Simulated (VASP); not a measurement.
Crystal: PbS (Galena).

```
Pb S
1.0
     0.00000    2.96575    2.96575
     2.96575    0.00000    2.96575
     2.96575    2.96575    0.00000
Pb S
1 1
Direct
  0.00000 0.00000 0.00000
  0.50000 0.50000 0.50000
```

Base run:

* Program: VASP 6.6.1
* Functional: r2SCAN
* Potentials or basis: VASP PAW PBE potentials, release 64 (Pb_d, S)
* Cutoff: 520 eV
* k mesh: 8 × 8 × 8
* Occupations: gaussian, width 0.02 eV
* Spin: no spin polarisation

Its results: band gap on the k mesh 0.62 eV, direct.

Q: After a change of settings the same cell gave: band gap on the k mesh 1.08 eV, direct. Which change was it?
A. functional from r2SCAN to TB-mBJ
B. functional from r2SCAN to PBE; further incar settings from ALGO = Normal; EDIFF = 1e-07 to ALGO = Fast; EDIFF = 1e-08
C. functional from r2SCAN to PBE; further incar settings from ALGO = Normal; EDIFF = 1e-07 to ALGO = Fast; EDIFF = 1e-07

A: A.

Caveats: spin-orbit coupling is left out, which as a rule narrows the gap of such compounds by several tenths of an eV.
